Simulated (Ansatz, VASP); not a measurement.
# CoSn in two plane-wave programs

Wanted: the spread between two codes on one cell, functional and k mesh. The structure shown comes from an earlier Ansatz run, which isn't shown and may have moved the atoms alone.

Program: Ansatz 0.2.0. Level of theory: plane waves, with VASP 6.6.1 beside it; elastic constants at LDA. Results are calculated unless marked as measured.

## 1. Set-up

Symmetry: P6/mmm, No. 191, hexagonal system. Conventional cell: a = 5.173 Å, b = 5.173 Å, c = 4.126 Å, α = 90.00°, β = 90.00°, γ = 120.00°. Nearest to Co lie 6 Sn at 2.55 to 2.59 Å and 4 Co at 2.59 Å. Nearest to Sn lie 6 Co at 2.55 Å. Sn has 6 Co at 2.59 Å nearest. Farther neighbours are not listed.

Structure file:

```cif
data_structure
_symmetry_space_group_name_H-M 'P 1'
_symmetry_Int_Tables_number 1
_cell_length_a 5.1728
_cell_length_b 5.1728
_cell_length_c 4.1262
_cell_angle_alpha 90.000
_cell_angle_beta 90.000
_cell_angle_gamma 120.000
_cell_volume 95.62
loop_
_atom_site_label
_atom_site_type_symbol
_atom_site_fract_x
_atom_site_fract_y
_atom_site_fract_z
_atom_site_occupancy
Co1 Co 0.00000 0.50000 0.00000 1
Co2 Co 0.50000 0.50000 0.00000 1
Co3 Co 0.50000 0.00000 0.00000 1
Sn4 Sn 0.66667 0.33333 0.50000 1
Sn5 Sn 0.33333 0.66667 0.50000 1
Sn6 Sn 0.00000 0.00000 0.00000 1
```

## 2. Ansatz: elastic constants, LDA

Ansatz runs on its default PAW (the set named soft_2) files.

Elastic constants are differences of stresses under small strains, so they test the stress and the mesh.

input.yaml

```yaml
crystal:
  lattice:
    - [5.1727842804, 0.0, 0.0]
    - [-2.5863921402, 4.4797625951, 0.0]
    - [0.0, 0.0, 4.1262237419]
  atoms:
    - { symbol: Co, position: [0.0, 0.5, 0.0] }
    - { symbol: Co, position: [0.5, 0.5, 0.0] }
    - { symbol: Co, position: [0.5, 0.0, 0.0] }
    - { symbol: Sn, position: [0.6666666667, 0.3333333333, 0.5] }
    - { symbol: Sn, position: [0.3333333333, 0.6666666667, 0.5] }
    - { symbol: Sn, position: [0.0, 0.0, 0.0] }
kpoints:
  mp_grid: { grid: [6, 6, 6] }
hamiltonian:
  xc: lda
scf:
  occupations: { method: gaussian, width: 0.05 }
output:
  forces: true
  stress: true
  eigenvalues: true
elastic:
  mode: relaxed_ion
  stencil: two_point
  amplitude: 0.002
```

Command:

```bash
ansatz run input.yaml --threads 4 --pin off --max-ram 16384MiB --backend cpu --events-out ev --progress --plain --runs-dir out
```

Numbers of over 12 decimals in the logs are rounded to 6 here.

The log of the run:

```text
Engine: ansatz 0.2.0, aarch64-unknown-linux-gnu
Pseudopotentials: kind: paw
Pseudopotential: Co, paw, valence charge 17, recommended cutoff 420 eV (normal), Co.paw.azcp
Pseudopotential: Sn, paw, valence charge 14, recommended cutoff 420 eV (normal), Sn.paw.azcp
Functional definition: SPW92
  exchange = slater_x
  correlation = pw_c
Crystal: 6 atoms, lattice volume = 95.616 Å³
Basis set: ecut = 420 eV, 1867 PW (Γ)
Bands: 56, of which v1, the nominal top of the filled ones, is band 47 counted from 1 (46 counted from 0)
Symmetry: 24 space group operations
Space group: P6/mmm (ITA 191), of the structure as read, at distance tolerance 4.6e-5 Å
k-points: 28 of 216
Non-local potential: Co, projectors of the file, l = 0: 3, l = 1: 2, l = 2: 3, l = 3: 1
Non-local potential: Sn, projectors of the file, l = 0: 2, l = 1: 2, l = 2: 2, l = 3: 2
PAW form: soft (Blöchl's): semilocal exchange-correlation on the pseudo side does not see the compensation charge
PAW frozen core: Co, regenerated for the run's functional, and the local potential with it (the file was generated under x = pbe(κ = 0.804, μ = 0.219515), c = pbe(β = 0.066725))
PAW frozen core: Sn, regenerated for the run's functional, and the local potential with it (the file was generated under x = pbe(κ = 0.804, μ = 0.219515), c = pbe(β = 0.066725))
PAW one-centre angular grid: Co, 590 points (default); XC on 64 Gauss nodes
PAW one-centre angular grid: Sn, 590 points (default); XC on 64 Gauss nodes
Initial density: superposition of atomic densities (neutral atoms: chi_scale 0, normalization atom), corrected by the library's trained network
Initial wavefunctions: pseudopotential atomic-orbital guess
Functional: x = slater, c = lda
SCF iter   1: F=—  HF=-32828.013861 eV  |F-HF|=—  |Δ(HF+E_count)|=         —  Δρ=1.08e-2  dr2=5.52e-2  ethr=1.77e-3  ⟨swp⟩=6.3  Hψ=5971  notcnv=0  defer=13
preconditioner: auto → LDOS  [insulator: Δε(μ)=0.061 eV  Ē_g=14.421 eV  σ=0.050 eV  W_gap=0.50  n_scr=26 (ndim 8)  ℏωp=31.5 eV  f_vac=0.011  D(μ)=5.65/eV (n_scr^D=58)  ε∞_Penn≈5.8  β→1.0]
SCF iter   2: F=—  HF=-32828.007414 eV  |F-HF|=—  |Δ(HF+E_count)|=   6.45e-3  Δρ=7.52e-3  dr2=3.07e-2  ethr=5.93e-5  ⟨swp⟩=2.0  Hψ=3294  notcnv=0  defer=95
SCF iter   3: F=—  HF=-32827.993838 eV  |F-HF|=—  |Δ(HF+E_count)|=   1.36e-2  Δρ=5.18e-3  dr2=1.53e-2  ethr=3.30e-5  ⟨swp⟩=2.0  Hψ=2946  notcnv=0  defer=95
SCF iter   4: F=—  HF=-32827.992241 eV  |F-HF|=—  |Δ(HF+E_count)|=   1.60e-3  Δρ=2.18e-3  dr2=2.98e-3  ethr=1.64e-5  ⟨swp⟩=1.9  Hψ=1653  notcnv=0  defer=95
SCF iter   5: F=—  HF=-32827.991920 eV  |F-HF|=—  |Δ(HF+E_count)|=   3.21e-4  Δρ=1.23e-3  dr2=1.07e-3  ethr=3.20e-6  ⟨swp⟩=1.2  Hψ=1569  notcnv=0  defer=95
SCF iter   6: F=—  HF=-32827.991808 eV  |F-HF|=—  |Δ(HF+E_count)|=   1.12e-4  Δρ=1.52e-4  dr2=1.72e-5  ethr=1.15e-6  ⟨swp⟩=2.0  Hψ=1728  notcnv=0  defer=95
SCF iter   7: F=—  HF=-32827.991791 eV  |F-HF|=—  |Δ(HF+E_count)|=   1.72e-5  Δρ=5.72e-5  dr2=1.74e-6  ethr=1.84e-8  ⟨swp⟩=2.0  Hψ=1984  notcnv=0  defer=95
SCF iter   8: F=—  HF=-32827.991809 eV  |F-HF|=—  |Δ(HF+E_count)|=   1.85e-5  Δρ=1.34e-5  dr2=9.88e-8  ethr=1.87e-9  ⟨swp⟩=1.6  Hψ=1556  notcnv=0  defer=95
SCF iter   9: F=—  HF=-32827.991809 eV  |F-HF|=—  |Δ(HF+E_count)|=   3.78e-9  Δρ=3.28e-6  dr2=7.90e-9  ethr=1.06e-10  ⟨swp⟩=2.0  Hψ=1853  notcnv=0  defer=95
SCF iter  10: F=—  HF=-32827.991809 eV  |F-HF|=—  |Δ(HF+E_count)|=  3.49e-10  Δρ=1.17e-6  dr2=7.09e-10  ethr=8.49e-12  ⟨swp⟩=2.0  Hψ=2337  notcnv=0  defer=95
[...]
SCF 1 converged in 14 iterations: F = -32827.991809 eV  dr2 = 6.68e-14
  greatest PAW one-centre occupation: 1.002 electrons in one spin orbital (limit 2), on the Co atom at site 2 (counted from 0), in its partial waves of l = 1
Crystal: 6 atoms, lattice volume = 95.425 Å³
Symmetry: 8 space group operations
k-points: 52 of 216
Initial density: handed on by an earlier stage of this run
Initial wavefunctions: pseudopotential atomic-orbital guess (no wavefunctions were taken with the density)
[...]
SCF 13 converged in 2 iterations: F = -32827.991732 eV  dr2 = 5.35e-15
[...]
SCF iter   7: F=—  HF=-32827.991732 eV  |F-HF|=—  |Δ(HF+E_count)|=  4.73e-10  Δρ=1.04e-6  dr2=5.12e-10  ethr=4.06e-12  ⟨swp⟩=2.0  Hψ=6722  notcnv=0
SCF iter   8: F=—  HF=-32827.991732 eV  |F-HF|=—  |Δ(HF+E_count)|=  2.91e-11  Δρ=5.42e-7  dr2=2.22e-10  ethr=5.50e-13 (applied; sched 1.00e-12)  ⟨swp⟩=1.0  Hψ=3808  notcnv=0
SCF iter   9: F=—  HF=-32827.991732 eV  |F-HF|=—  |Δ(HF+E_count)|=  7.28e-12  Δρ=2.40e-7  dr2=3.67e-11  ethr=2.39e-13 (applied; sched 1.00e-12)  ⟨swp⟩=1.0  Hψ=3808  notcnv=0
SCF iter  10: F=—  HF=-32827.991732 eV  |F-HF|=—  |Δ(HF+E_count)|=  7.28e-12  Δρ=1.30e-7  dr2=1.37e-11  ethr=3.95e-14 (applied; sched 1.00e-12)  ⟨swp⟩=2.0  Hψ=4487  notcnv=0
SCF iter  11: F=—  HF=-32827.991732 eV  |F-HF|=—  |Δ(HF+E_count)|=    0.00e0  Δρ=2.24e-8  dr2=3.51e-13  ethr=1.47e-14 (applied; sched 1.00e-12)  ⟨swp⟩=1.0  Hψ=3808  notcnv=0
SCF iter  12: F=—  HF=-32827.991732 eV  |F-HF|=—  |Δ(HF+E_count)|=  7.28e-12  Δρ=1.19e-8  dr2=1.16e-13  ethr=1.00e-12  ⟨swp⟩=4.0  Hψ=11737  notcnv=0
SCF iter  13: F=-32827.991732 eV  HF=-32827.991732 eV  |F-HF|=2.18e-11  |Δ(HF+E_count)|=  7.28e-12  Δρ=4.78e-9  dr2=1.89e-14  ethr=1.00e-12  ⟨swp⟩=3.0  Hψ=10399  notcnv=0
SCF 14 converged in 13 iterations: F = -32827.991732 eV  dr2 = 1.89e-14
relax step   1: F+E_penalty+E_count = -32827.99173202 eV  Δ(F+E_penalty+E_count) = +0.000e0 eV  max|allowed force component| = 4.810e-5 eV/Å  Δτ_max = 0.0000 Å  (13 SCF iters, accepted)
iter 1 solved again at ethr=1.00e-12 eV; its pass at ethr=3.10e-3 eV (dr2=7.70e-13 eV) is discarded
SCF iter   1: F=—  HF=-32827.991732 eV  |F-HF|=—  |Δ(HF+E_count)|=         —  Δρ=4.88e-9  dr2=1.94e-14  ethr=1.00e-12  ⟨swp⟩=2.0  Hψ=15139  notcnv=0
SCF iter   2: F=-32827.991732 eV  HF=-32827.991732 eV  |F-HF|=7.28e-12  |Δ(HF+E_count)|=  7.28e-12  Δρ=3.54e-9  dr2=6.20e-15  ethr=1.00e-12  ⟨swp⟩=4.6  Hψ=13042  notcnv=0
SCF 15 converged in 2 iterations: F = -32827.991732 eV  dr2 = 6.20e-15
SCF converged after 14 iterations
Free energy (F): -32827.991809 eV
Harris-Foulkes:  -32827.991809 eV  (|F-HF|=7.28e-12)
Internal energy: -32827.984389 eV  (E = F + TS)
E sigma→0 (E₀):  -32827.988099 eV
Entropy (-TS):   -0.007420 eV (-1.237 meV/atom)
Fermi energy:    15.605048 eV
--- Per-component energies (eV) ---
  E_band       = -897.744878
  E_kinetic    = 1946.012008
  E_local      = -13068.801542  (includes V_loc(G=0)·N_el)
  E_nonlocal   = 1311.244486
  E_hartree    = 6197.550122
  E_xc         = -1613.910292
  E_vxc        = -915.596410  (∫ρ·V_xc dr)
  E_paw        = -16361.227283  (= ΣΔE_a)
  E_vpaw       = -2565.703784  (= ΣTr[D̂ρ^β])
  E_aug_tail   = 0.000085  (compensation charges beyond the density's cutoff)
  E_ewald      = -11241.381420
  E_core_change = 2.529447  (= ΣΔE_core)
  E_smearing   = -0.007420  (= −TS)
  E_closure    = 0.000000  (closes the sum)
  Σ components = -32827.991809   (vs F -32827.991809, Δ=0.00e0)
--- Forces (eV/Å), atoms counted from 1 ---
  atom   1  Co     0.00000000    -0.00000000     0.00000000
  atom   2  Co    -0.00000000    -0.00000000     0.00000000
  atom   3  Co     0.00000000     0.00000000     0.00000000
  atom   4  Sn     0.00000000    -0.00000000     0.00000000
  atom   5  Sn     0.00000000     0.00000000     0.00000000
  atom   6  Sn     0.00000000    -0.00000000     0.00000000
  max |Σ_I F_I| component: 2.31e-17 eV/Å
--- Stress (GPa, compression-positive) ---
       -0.000048      -0.000000       0.000000
        0.000000      -0.000048       0.000000
        0.000000       0.000000      -0.000030
  P = ⅓ Tr σ = -0.0000 GPa (-0.000 kbar)
--- Band table (eV; the first three rows and the last of 28) ---
  k-point 0: bands = [... 43 lower, 15.1282, 15.1527, 15.1527, 16.1237, 16.3085, 17.0724, 17.0724, 18.7000, ... 5 higher]
  k-point 1: bands = [... 43 lower, 15.1268, 15.1304, 15.1304, 16.1239, 16.2454, 16.6682, 16.6682, 18.5262, ... 5 higher]
  k-point 2: bands = [... 43 lower, 15.0786, 15.1137, 15.1137, 15.5659, 15.5659, 15.7655, 16.1243, 17.6455, ... 5 higher]
  k-point 27: bands = [... 43 lower, 14.7415, 14.9322, 14.9322, 15.0767, 15.4708, 16.9032, 19.2361, 19.2361, ... 5 higher]
--- Elastic constants: 3 strain directions × 2 members + reference (group order 24) ---
  dense FFT box of the reference and of every strained cell: 36×36×30
  strains applied: 11, 33, 23; error gains: componentwise 1.00 (the most a stress slope's error grows in a printed constant), spectral 1.41 (1 for all six strains in a standard setting)
  C = ∂σ_k/∂η_j (tension-positive GPa; Voigt order 11 22 33 23 13 12):
       265.943    122.742     84.767      0.000      0.000     -0.000
       122.742    265.943     84.767      0.000      0.000     -0.000
        84.800     84.800    298.285      0.000      0.000     -0.000
         0.000      0.000      0.000     80.453     -0.000      0.000
         0.000      0.000      0.000     -0.000     80.453      0.000
        -0.000     -0.000      0.000      0.000      0.000     71.600
  reference stress σ⁰ (GPa):      0.000      0.000      0.000     -0.000     -0.000      0.000
  C* (energy form; C + prestress term) asymmetry max|C*_kj − C*_jk| = 3.344e-2 GPa — a small one proves nothing (zero by symmetry where the batch's group is 432, −43m or m−3m); a large one is finite-difference/SCF noise where every solve meets its electron count
  moduli (Voigt/Reuss/Hill, GPa): K = 157.20/157.19/157.19   G = 82.36/80.54/81.45   E = 208.36   ν = 0.279
  mechanically stable: yes (min eigenvalue of sym C = 71.60 GPa)
  strain η (Voigt 11):  stress-route row diagonal C_11 = 265.94 GPa, energy-path curvature d²(F+E_count+ΔE)/dδ²/Ω₀ = 266.22 GPa
         δ    σ_11 (GPa)             F (eV)   n_scf  n_hpsi   n_pw
    -2.000e-3      -0.5361      -32827.9915051       2   23289   1881   relax 3 steps, max|allowed force component| 1.25e-5 eV/Å
     2.000e-3       0.5277      -32827.9915102       2   23317   1892   relax 3 steps, max|allowed force component| 4.36e-7 eV/Å
  strain η (Voigt 33):  stress-route row diagonal C_33 = 298.29 GPa, energy-path curvature d²(F+E_count+ΔE)/dδ²/Ω₀ = 298.47 GPa
         δ    σ_33 (GPa)             F (eV)   n_scf  n_hpsi   n_pw
    -2.000e-3      -0.6003      -32827.9914470      12   30948   1882   relax 0 steps, max|allowed force component| 1.85e-17 eV/Å
     2.000e-3       0.5928      -32827.9914688       8   23509   1892   relax 0 steps, max|allowed force component| 1.85e-17 eV/Å
  strain η (Voigt 23):  stress-route row diagonal C_44 = 80.45 GPa, energy-path curvature d²(F+E_count+ΔE)/dδ²/Ω₀ = 80.67 GPa
         δ    σ_23 (GPa)             F (eV)   n_scf  n_hpsi   n_pw
    -2.000e-3      -0.1609      -32827.9917320       2   29884   1883   relax 1 steps, max|allowed force component| 4.81e-5 eV/Å
     2.000e-3       0.1609      -32827.9917320       2   29811   1883   relax 1 steps, max|allowed force component| 4.81e-5 eV/Å
```

(Part 1 of 2 ends here.)

[Lines on the potential files, build, host, timing and source positions are cut from VASP's logs without a mark.]

[Logs are printed without paths, hosts, clocks, repeated set-up lines and the standing remarks that a program may print on its own settings, such as how far it seeks lower states.]

[Hosts, paths, dates, database ids (printed as entryN), source tags and the programs' standing remarks are cut or masked in the printed files.]
